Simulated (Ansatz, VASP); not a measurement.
# InH in two plane-wave programs

Wanted: the spread between two codes on one cell, functional and k mesh. The cell is generated by rule, not measured, and may not be a known phase. Of the first pair: The cell is taken from a series of runs on this material, whose earlier steps may have relaxed, scaled, displaced or heated it; both programs get it as it stands.

Main program and level: Ansatz 0.2.0; plane waves, with VASP 6.6.1 beside it; relaxation of cell and atoms at PBEsol and zone-centre phonons at PBEsol.

## Step 1: The starting structure

The structure is hexagonal, space group P6_3/mmc (No. 194). The conventional cell has a = 3.325 Å, b = 3.325 Å, c = 6.244 Å, α = 90.00°, β = 90.00°, γ = 120.00°. In has 6 H at 2.47 Å nearest. Nearest to H lie 6 In at 2.47 Å. Farther neighbours are not listed.

## Step 2: VASP: relaxation of cell and atoms, PBEsol, pair 1

The relaxed volume is the usual yardstick between codes: in a stiff, nearly cubic crystal its relative difference is about their pressure difference at one cell divided by the bulk modulus.

Lines of VASP's logs that name or quote its potential files are left out, and so is its time.

INCAR reads:

```
SYSTEM = InH
PREC = Accurate
ENCUT = 500
EDIFF = 1E-07
NELM = 120
ISMEAR = 0
SIGMA = 0.1
LREAL = .FALSE.
ALGO = Normal
GGA = PS
NBANDS = 20
LORBIT = 11
LWAVE = .FALSE.
LCHARG = .FALSE.
ISIF = 3
IBRION = 2
NSW = 80
EDIFFG = -0.005
LASPH = .TRUE.
GGA_COMPAT = .FALSE.
NELMIN = 4
KPAR = 2
```

POSCAR reads:

```
InH
1.0
    3.3254770000     -0.0000030000      0.0000000000
   -1.6627360000      2.8799490000      0.0000000000
    0.0000000000      0.0000000000      6.2437410000
In H
2 2
Direct
    0.0000000000      0.0000000000      0.0000000000
    0.0000000000      0.0000000000      0.4999999199
    0.3333331329      0.6666666667      0.2499999600
    0.6666665664      0.3333333333      0.7499998799
```

KPOINTS reads:

```
Automatic mesh
0
Gamma
12 12 6
0 0 0
```

Potentials, in the order of the species: In_d and H (PBE family, release 64).

Command:

```
$ mpirun -np 2 vasp_std
```

Numbers of over 12 decimals in the logs are rounded to 6 here.

Output:

```text
[banner, memory and clock lines left out]
running    2 mpi-ranks, on    1 nodes
 distrk:  each k-point on    1 cores,    2 groups
 distr:  one band on    1 cores,    1 groups

 POSCAR found type information on POSCAR InH
 POSCAR found :  2 types and       4 ions
|                                                                             |
|               ----> ADVICE to this user running VASP <----                  |
|                                                                             |
|     You enforced a specific xc type in the INCAR file but a different       |
|     [... a line on the potential file left out ...]
|     I HOPE YOU KNOW WHAT YOU ARE DOING!                                     |
|                                                                             |

 LDA part: xc-table for (Slater+PW92), standard interpolation
 POSCAR, INCAR and KPOINTS ok, starting setup
 FFT: planning ... GRIDC
 FFT: planning ... GRID_SOFT
 FFT: planning ... GRID
 WAVECAR not read
 entering main loop
       N       E                     dE             d eps       ncg     rms          rms(c)
DAV:   1     0.215790177500E+03    0.21579E+03   -0.13360E+04  3048   0.178E+03
DAV:   2     0.516522651801E+01   -0.21062E+03   -0.20652E+03  3096   0.383E+02
DAV:   3    -0.105225698542E+02   -0.15688E+02   -0.15487E+02  3588   0.123E+02
DAV:   4    -0.110289351116E+02   -0.50637E+00   -0.50559E+00  3584   0.232E+01
DAV:   5    -0.110609129173E+02   -0.31978E-01   -0.31975E-01  4476   0.477E+00    0.430E+00
DAV:   6    -0.107114912050E+02    0.34942E+00   -0.55369E-01  4144   0.910E+00    0.207E+00
DAV:   7    -0.106726474359E+02    0.38844E-01   -0.28346E-01  4060   0.366E+00    0.717E-01
DAV:   8    -0.106720219078E+02    0.62553E-03   -0.20369E-02  3464   0.164E+00    0.189E-01
DAV:   9    -0.106720509641E+02   -0.29056E-04   -0.83571E-04  4384   0.231E-01    0.122E-01
DAV:  10    -0.106720564621E+02   -0.54980E-05   -0.17050E-04  4104   0.148E-01    0.454E-02
DAV:  11    -0.106720615821E+02   -0.51200E-05   -0.11043E-05  3376   0.381E-02    0.942E-03
DAV:  12    -0.106720606439E+02    0.93822E-06   -0.18083E-06  3456   0.867E-03    0.298E-03
DAV:  13    -0.106720605337E+02    0.11019E-06   -0.29782E-07  2516   0.401E-03    0.460E-04
DAV:  14    -0.106720604661E+02    0.67536E-07   -0.29101E-08  1760   0.200E-03
   1 F= -.10672060E+02 E0= -.10669239E+02  d E =-.106721E+02
 curvature:   0.00 expect dE= 0.000E+00 dE for cont linesearch  0.000E+00
 trial: gam= 0.00000 g(F)=  0.642E-43 g(S)=  0.226E-04 ort = 0.000E+00 (trialstep = 0.100E+01)
 search vector abs. value=  0.226E-04
 bond charge predicted
       N       E                     dE             d eps       ncg     rms          rms(c)
DAV:   1    -0.106723250716E+02   -0.26454E-03   -0.64175E-03  3560   0.140E+00    0.912E-02
DAV:   2    -0.106721067447E+02    0.21833E-03   -0.48232E-04  3488   0.413E-01    0.339E-02
DAV:   3    -0.106720767826E+02    0.29962E-04   -0.10937E-04  3932   0.187E-01    0.961E-03
DAV:   4    -0.106720768903E+02   -0.10775E-06   -0.38452E-06  3216   0.174E-02    0.692E-03
DAV:   5    -0.106720775646E+02   -0.67432E-06   -0.10179E-06  2628   0.609E-03    0.216E-03
DAV:   6    -0.106720778604E+02   -0.29580E-06   -0.11321E-07  2224   0.279E-03    0.650E-04
DAV:   7    -0.106720779972E+02   -0.13679E-06   -0.30165E-08  1680   0.220E-03    0.256E-04
DAV:   8    -0.106720780114E+02   -0.14199E-07   -0.79805E-09  1676   0.120E-03
   2 F= -.10672078E+02 E0= -.10669244E+02  d E =-.175453E-04
 trial-energy change:   -0.000018  1 .order   -0.000017   -0.000023   -0.000011
 step:   1.5303(harm=  1.9042)  dis= 0.00000  next Energy=   -10.672081 (dE=-0.205E-04)
 reached required accuracy - stopping structural energy minimisation
```

From OUTCAR (step 2):

```text
ion  position               nearest neighbor table
   1  0.000  0.000  0.000-   2 3.12   2 3.12
   2  0.000  0.000  0.500-   1 3.12   1 3.12
   3  0.333  0.667  0.250-
   4  0.667  0.333  0.750-

  LATTYP: Found a hexagonal cell.
 ALAT       =     3.3254770000
 C/A-ratio  =     1.8775474917

 Subroutine GETGRP returns: Found 24 space group operations
 (whereof 12 operations were pure point group operations)

The static configuration has the point symmetry D_3d.
 The point group associated with its full space group is D_6h.

 Found     76 irreducible k-points:

   k-points           NKPTS =     76   k-points in BZ     NKDIM =     76   number of bands    NBANDS=     20

   dimension x,y,z NGX =    24 NGY =   24 NGZ =   48
   dimension x,y,z NGXF=    48 NGYF=   48 NGZF=   96

   ENCUT  =  500.0 eV  36.75 Ry    6.06 a.u.   6.06  6.06 11.38*2*pi/ulx,y,z

   NELECT =      28.0000    total number of electrons

 k-points in reciprocal lattice and weights: Automatic mesh
   0.00000000  0.00000000  0.00000000       0.001
   0.08333333  0.00000000  0.00000000       0.007
   0.16666667  0.00000000  0.00000000       0.007
   0.25000000  0.00000000  0.00000000       0.007
   0.33333333  0.00000000  0.00000000       0.007
   0.41666667  0.00000000  0.00000000       0.007
   0.50000000  0.00000000  0.00000000       0.003
   0.08333333  0.08333333  0.00000000       0.007
   0.16666667  0.08333333  0.00000000       0.014
[...]
0.33333333  0.25000000  0.50000000       0.014
   0.33333333  0.33333333  0.50000000       0.002

 average (electrostatic) potential at core
       1 -94.4579       2 -94.4579       3 -29.6729       4 -29.6728

 E-fermi :   6.5600

 k-point     1 :       0.0000    0.0000    0.0000
  band No.  band energies     occupation
    ...
      9      -7.6749      2.00000
     10      -7.6749      2.00000
     11      -3.7019      2.00000
     12       0.2229      2.00000
     13       0.6934      2.00000
     14      10.0310      0.00000
     15      12.3127      0.00000
     16      12.4950      0.00000
     17      14.5913      0.00000
     18      14.5913      0.00000
    ...

 k-point     2 :       0.0833    0.0000    0.0000
  band No.  band energies     occupation
    ...
      9      -7.6846      2.00000
     10      -7.6771      2.00000
     11      -3.5709      2.00000
     12       0.3630      2.00000
     13       0.8151      2.00000
     14       9.7747      0.00000
     15      11.8110      0.00000
     16      12.6486      0.00000
     17      13.6323      0.00000
     18      14.0385      0.00000
    ...

 k-point     3 :       0.1667    0.0000    0.0000
  band No.  band energies     occupation
    ...
      9      -7.7110      2.00000
     10      -7.6830      2.00000
     11      -3.1755      2.00000
     12       0.7689      2.00000
     13       1.1861      2.00000
     14       8.8447      0.00000
     15      10.4667      0.00000
     16      12.7444      0.00000
     17      13.0241      0.00000
     18      13.0856      0.00000
    ...

  Total       -0.0142549     -0.0142549     -0.0058080      0.0000000      0.0000000     -0.0000000
  in kB       -0.3822778     -0.3822777     -0.1557564      0.0000000      0.0000000     -0.0000000
  external PRESSURE =      -0.3067706 kB  Pullay stress =       0.0000000 kB

  energy-cutoff  :      500.00
  volume of cell :       59.74
      direct lattice vectors                 reciprocal lattice vectors
     3.324392711 -0.000002999  0.000000000     0.300806977  0.173670641 -0.000000000
    -1.662193856  2.879009978 -0.000000000     0.000000313  0.347341805 -0.000000000
     0.000000000  0.000000000  6.242218557    -0.000000000  0.000000000  0.160199453

 POSITION                                       TOTAL-FORCE (eV/Angst)
 -----------------------------------------------------------------------------------
      3.32439     -0.00000      6.24222        -0.000000      0.000000     -0.000000
      3.32439     -0.00000      3.12111        -0.000000     -0.000000     -0.000000
      0.00000      1.91934      1.56055         0.000000      0.000000      0.000000
      1.66220      0.95967      4.68166        -0.000000     -0.000000      0.000000
 -----------------------------------------------------------------------------------
    total drift:                                0.000023     -0.000000      0.000203

  FREE ENERGIE OF THE ION-ELECTRON SYSTEM (eV)
  ---------------------------------------------------
  free  energy   TOTEN  =       -10.6720780114 eV

  energy  without entropy=      -10.6664109649  energy(sigma->0) =      -10.66924449

 reached required accuracy - stopping structural energy minimisation

 total charge
# of ion       s       p       d       tot
------------------------------------------
    1        1.010   0.457   9.871  11.338
    2        1.010   0.457   9.871  11.338
    3        0.427   0.009   0.000   0.436
    4        0.427   0.009   0.000   0.436
--------------------------------------------------
tot          2.874   0.933  19.742  23.549

[... 3 further parts left out ...]
```

CONTCAR:

```
InH
   1.00000000000000
     3.3243927107655122   -0.0000029989849089    0.0000000000000000
    -1.6621938561659158    2.8790099775306919   -0.0000000000000000
     0.0000000000000000    0.0000000000000000    6.2422185572934357
  In              H
     2     2
Direct
     1.0000000000000000    0.0000000000000000    1.0000000000000000
     1.0000000000000000    0.0000000000000000    0.4999999198999987
     0.3333331329000018    0.6666666667000030    0.2499999599999967
     0.6666665663999964    0.3333333332999970    0.7499998799000025
```

The run keeps the 24 symmetry operations of its start, so it cannot find a distortion of lower symmetry.

## Step 3: Ansatz: relaxation of cell and atoms, PBEsol, pair 1

Ansatz runs on its default PAW (the set named soft_2) files.

The same cell, functional, mesh and smearing now go to Ansatz, which takes its cutoff from its data sets.

input.yaml reads:

```yaml
crystal:
  lattice:
    - [3.3254772376, -2.5919e-06, 0.0]
    - [-1.6627363742, 2.8799490634, 0.0]
    - [0.0, 0.0, 6.2437405147]
  atoms:
    - { symbol: In, position: [0.0, 0.0, 0.0] }
    - { symbol: In, position: [0.0, 0.0, 0.5] }
    - { symbol: H, position: [0.3333333333, 0.6666666667, 0.25] }
    - { symbol: H, position: [0.6666666667, 0.3333333333, 0.75] }
kpoints:
  mp_grid: { grid: [12, 12, 6] }
hamiltonian:
  xc: pbesol
scf:
  occupations: { method: gaussian, width: 0.1 }
output:
  forces: true
  stress: true
  eigenvalues: true
  write_density: true
  write_potential: true
  elf: true
  volumetric_format: npy
relax:
  adjacent_minimum: "off"
  f_tol: 0.005
  max_steps: 80
  cell: { stress_tol: 0.05 }
```

Command:

```
$ ansatz run input.yaml --threads 4 --pin off --max-ram 7168MiB --backend cpu --events-out ev --progress --plain --runs-dir out
```

Output:

```text
Engine: ansatz 0.2.0, aarch64-unknown-linux-gnu
Pseudopotentials: kind: paw
Pseudopotential: In, paw, valence charge 13, recommended cutoff 420 eV (normal), In.paw.azcp
Pseudopotential: H, paw, valence charge 1, recommended cutoff 420 eV (normal), H.paw.azcp
Functional definition: PBEsol
  exchange = pbesol_x
  correlation = pbesol_c
Crystal: 4 atoms, lattice volume = 59.798 Å³
Basis set: ecut = 420 eV, 1185 PW (Γ), exchange–correlation on 48×48×90 points (8 copies of the dense FFT grid, shifted against one another)
Bands: 18, of which v1, the nominal top of the filled ones, is band 14 counted from 1 (13 counted from 0)
Symmetry: 24 space group operations
Space group: P63/mmc (ITA 194), of the structure as read, at distance tolerance 3.9e-5 Å
k-points: 76 of 864
Non-local potential: In, projectors of the file, l = 0: 2, l = 1: 2, l = 2: 2, l = 3: 2
Non-local potential: H, projectors of the file, l = 0: 2, l = 1: 1
PAW form: soft (Blöchl's): semilocal exchange-correlation on the pseudo side does not see the compensation charge
PAW frozen core: In, regenerated for the run's functional, and the local potential with it (the file was generated under x = pbe(κ = 0.804, μ = 0.219515), c = pbe(β = 0.066725))
PAW one-centre angular grid: In, 590 points (default); XC on 64 Gauss nodes
PAW one-centre angular grid: H, 110 points (default); XC on 64 Gauss nodes
Initial density: superposition of atomic densities (neutral atoms: chi_scale 0, normalization atom), corrected by the library's trained network
Initial wavefunctions: pseudopotential atomic-orbital guess
Functional: x = pbesol(κ = 0.804, μ = 0.123457), c = pbesol(β = 0.046)
SCF iter   1: F=—  HF=-11080.240368 eV  |F-HF|=—  |Δ(HF+E_count)|=         —  Δρ=9.15e-3  dr2=4.60e-2  ethr=1.77e-3  ⟨swp⟩=5.7  Hψ=6636  notcnv=0
preconditioner: auto → Kerker (q_TF=auto, 2.404 Å⁻¹)  [metal: Δε(μ)=0.022 eV  Ē_g=14.823 eV  σ=0.100 eV  W_gap=0.12  n_scr=22 (ndim 8)  ℏωp=25.4 eV  f_vac=0.000  D(μ)=1.09/eV (n_scr^D=2)]
SCF iter   2: F=—  HF=-11080.226864 eV  |F-HF|=—  |Δ(HF+E_count)|=   1.35e-2  Δρ=4.47e-3  dr2=1.22e-2  ethr=1.64e-4  ⟨swp⟩=1.0  Hψ=1976  notcnv=0
SCF iter   3: F=—  HF=-11080.223036 eV  |F-HF|=—  |Δ(HF+E_count)|=   3.83e-3  Δρ=7.49e-4  dr2=2.41e-4  ethr=4.36e-5  ⟨swp⟩=2.6  Hψ=2226  notcnv=0  defer=3
SCF iter   4: F=—  HF=-11080.223050 eV  |F-HF|=—  |Δ(HF+E_count)|=   1.40e-5  Δρ=2.62e-4  dr2=5.21e-5  ethr=8.60e-7  ⟨swp⟩=2.3  Hψ=2316  notcnv=0  defer=3
SCF iter   5: F=—  HF=-11080.223062 eV  |F-HF|=—  |Δ(HF+E_count)|=   1.23e-5  Δρ=1.72e-4  dr2=1.26e-5  ethr=1.86e-7  ⟨swp⟩=1.1  Hψ=1356  notcnv=0  defer=3
SCF iter   6: F=—  HF=-11080.223058 eV  |F-HF|=—  |Δ(HF+E_count)|=   4.05e-6  Δρ=3.23e-5  dr2=5.19e-7  ethr=4.51e-8  ⟨swp⟩=2.0  Hψ=2190  notcnv=0  defer=3
SCF iter   7: F=-11080.223058 eV  HF=-11080.223058 eV  |F-HF|=1.05e-8  |Δ(HF+E_count)|=   1.49e-7  Δρ=7.67e-6  dr2=1.87e-8  ethr=3.57e-10  ⟨swp⟩=9.5  Hψ=9521  notcnv=0
SCF 1 converged in 7 iterations: F = -11080.223058 eV  dr2 = 1.87e-8
  Residual-converged pass: ⟨swp⟩=1.0  Hψ=1673  notcnv=0  max |occ|·‖R‖ = 7.0e-9 eV (tolerance 1.0e-8 eV)  dr2=1.87e-8  dr2_onsite=5.05e-9  max |Δocc| = 2.1e-10
  greatest PAW one-centre occupation: 0.983 electrons in one spin orbital (limit 2), on the In atom at site 0 (counted from 0), in its partial waves of l = 2
relax step   1: F+E_penalty+E_count = -11080.22305797 eV  Δ(F+E_penalty+E_count) = +0.000e0 eV  max|allowed force component| = 1.301e-18 eV/Å  Δτ_max = 0.0000 Å  P = -0.001 GPa  Ω = 59.798 Å³  (7 SCF iters, dr2 threshold 1.00e-7 eV, accepted)
Initial density: handed on by an earlier stage of this run
Initial wavefunctions: pseudopotential atomic-orbital guess (no wavefunctions were taken with the density)
iter 1 solved again at ethr=2.20e-7 eV; its pass at ethr=3.10e-3 eV (dr2=6.15e-5 eV) is discarded
SCF iter   1: F=—  HF=-11080.223059 eV  |F-HF|=—  |Δ(HF+E_count)|=         —  Δρ=6.56e-6  dr2=1.42e-8  ethr=2.20e-7  ⟨swp⟩=2.6  Hψ=9689  notcnv=0
eigensolver tolerance schedule: the retry pair's looser diagonalisation over-reported the residual by 4336.20 of it (diagonalisation noise at 0.44 of the residual, at the tolerance the schedule requests for it); recorded, not acted on — ethr = c·dr2/N_el stays at c = 1.0e-1
preconditioner: auto → Kerker (q_TF=auto, 2.404 Å⁻¹)  [metal: Δε(μ)=0.043 eV  Ē_g=14.842 eV  σ=0.100 eV  W_gap=0.24  n_scr=22 (ndim 8)  ℏωp=25.4 eV  f_vac=0.000  D(μ)=1.13/eV (n_scr^D=2)]
SCF iter   2: F=—  HF=-11080.223058 eV  |F-HF|=—  |Δ(HF+E_count)|=   9.83e-7  Δρ=4.09e-6  dr2=5.69e-9  ethr=5.06e-11  ⟨swp⟩=3.1  Hψ=2910  notcnv=0
SCF iter   3: F=—  HF=-11080.223058 eV  |F-HF|=—  |Δ(HF+E_count)|=  4.26e-10  Δρ=1.88e-6  dr2=1.47e-9  ethr=2.03e-11  ⟨swp⟩=2.0  Hψ=2321  notcnv=0
SCF iter   4: F=—  HF=-11080.223058 eV  |F-HF|=—  |Δ(HF+E_count)|=  6.40e-10  Δρ=4.09e-7  dr2=1.09e-10  ethr=5.23e-12  ⟨swp⟩=2.0  Hψ=2414  notcnv=0
SCF iter   5: F=-11080.223058 eV  HF=-11080.223058 eV  |F-HF|=7.28e-12  |Δ(HF+E_count)|=  1.82e-12  Δρ=2.91e-7  dr2=3.23e-11  ethr=1.00e-12  ⟨swp⟩=5.8  Hψ=5959  notcnv=0
SCF 2 converged in 5 iterations: F = -11080.223058 eV  dr2 = 3.23e-11
relax step   2: F+E_penalty+E_count = -11080.22305797 eV  Δ(F+E_penalty+E_count) = -5.282e-9 eV  max|allowed force component| = 6.867e-19 eV/Å  Δτ_max = 0.0000 Å  P = -0.001 GPa  Ω = 59.798 Å³  stress off target by 1.50e-3 GPa  SCF on the basis re-selected at this cell (its energy is not comparable with the rows above)  (5 SCF iters)
basis re-selected at this cell: Δ(F+E_penalty+E_count) = -5.282e-9 eV, ΔP = -0.000 GPa vs the last step (what re-selecting the basis moved, of the pressure what is left beyond the Pulay correction that the steps carried, after the strain that the cell walked since its last selection, with what the two solves' SCF thresholds leave and, on support functions, any second-order correction that the steps lacked; it is no m [...]
SCF converged after 5 iterations
Free energy (F): -11080.223058 eV
Harris-Foulkes:  -11080.223058 eV  (|F-HF|=7.28e-12)
Internal energy: -11080.217412 eV  (E = F + TS)
E sigma→0 (E₀):  -11080.220235 eV
Entropy (-TS):   -0.005646 eV (-1.412 meV/atom)
Fermi energy:    9.026109 eV
--- Per-component energies (eV) ---
  E_band       = -70.034543
  E_kinetic    = 507.545289
  E_local      = -2258.504013  (includes V_loc(G=0)·N_el)
  E_nonlocal   = 737.706664
  E_hartree    = 881.853776
  E_xc         = -445.215449
  E_vxc        = -223.091642  (∫ρ·V_xc dr)
  E_paw        = -8163.194142  (= ΣΔE_a)
  E_vpaw       = -597.396436  (= ΣTr[D̂ρ^β])
  E_aug_tail   = -0.001852  (compensation charges beyond the density's cutoff)
  E_ewald      = -2340.879491
  E_core_change = 0.471805  (= ΣΔE_core)
  E_smearing   = -0.005646  (= −TS)
  E_closure    = -0.000000  (closes the sum)
  Σ components = -11080.223058   (vs F -11080.223058, Δ=0.00e0)
--- Forces (eV/Å), atoms counted from 1 ---
  atom   1  In     0.00000000    -0.00000000    -0.00000000
  atom   2  In     0.00000000     0.00000000     0.00000000
  atom   3  H     -0.00000000    -0.00000000     0.00000000
  atom   4  H      0.00000000     0.00000000    -0.00000000
  max |Σ_I F_I| component: 1.45e-19 eV/Å
--- Stress (GPa, compression-positive) ---
       -0.001498       0.000000      -0.000000
       -0.000000      -0.001498      -0.000000
       -0.000000      -0.000000       0.000083
  P = ⅓ Tr σ = -0.0010 GPa (-0.010 kbar)
--- Band table (eV; the first three rows and the last of 76) ---
  k-point 0: bands = [... 10 lower, -1.2288, 2.6942, 3.1624, 12.4912, 14.7742, 14.9596, 17.0498, 17.0498]
  k-point 1: bands = [... 10 lower, -1.1170, 1.6364, 4.4268, 11.5213, 14.8447, 15.3166, 17.1921, 17.1921]
  k-point 2: bands = [... 10 lower, -0.7788, 0.5994, 6.0758, 9.7464, 15.0386, 15.4723, 17.6090, 17.6090]
  k-point 75: bands = [... 10 lower, 5.0413, 5.0413, 5.9077, 5.9077, 8.2948, 8.2948, 13.3747, 13.3747]
--- Relaxed structure (1 steps of the walk, 1 accepted, 1 SCFs on fresh bases) ---
  F+E_penalty+E_count = -11080.22305797 eV   max|allowed force component| = 6.867e-19 eV/Å   (the final SCF, on the basis selected at the relaxed cell)
  cell:  # Å, volume = 59.7976 Å³
    - [3.325477, -2.591870414170259e-6, 0.0]
    - [-1.662736, 2.879949, 0.0]
    - [0.0, 0.0, 6.2437405147]
  atoms:
    - { symbol: In, position: [0.0, 0.0, 0.0] }
    - { symbol: In, position: [0.0, 0.0, 0.500000] }
    - { symbol: H, position: [0.333333, 0.666667, 0.250000] }
    - { symbol: H, position: [0.666667, 0.333333, 0.750000] }
```

In the SCF lines HF is the Harris–Foulkes energy and dr2 the Hartree energy of the density residual, in eV; the loop may stop once dr2 is under the threshold and the program's other checks hold. Hψ counts applications of the Hamiltonian.

## Step 4: Side by side

Known differences besides the potentials themselves: the cutoff is 420 eV in Ansatz and 500 eV in VASP; Ansatz makes its cores anew for this functional, VASP keeps those of its PBE data sets; Ansatz adds a Pulay correction to the stress that steers its cell, VASP none. Total energies have different zeros and are not compared.

Both answers:

```tsv
quantity	Ansatz	VASP	difference
volume (Å³)	59.80	59.74	+0.09 %
edge a after relaxation, in the typed setting (Å)	3.325	3.324	+0.03 %
edge c after relaxation, in the typed setting (Å)	6.244	6.242	+0.02 %
```

(Part 1 of 2 ends here.)

[Lines on the potential files, build, host, timing and source positions are cut from VASP's logs without a mark.]

[Logs are printed without paths, hosts, clocks, repeated set-up lines and the standing remarks that a program may print on its own settings, such as how far it seeks lower states.]

[Hosts, paths, dates, database ids (printed as entryN), source tags and the programs' standing remarks are cut or masked in the printed files.]
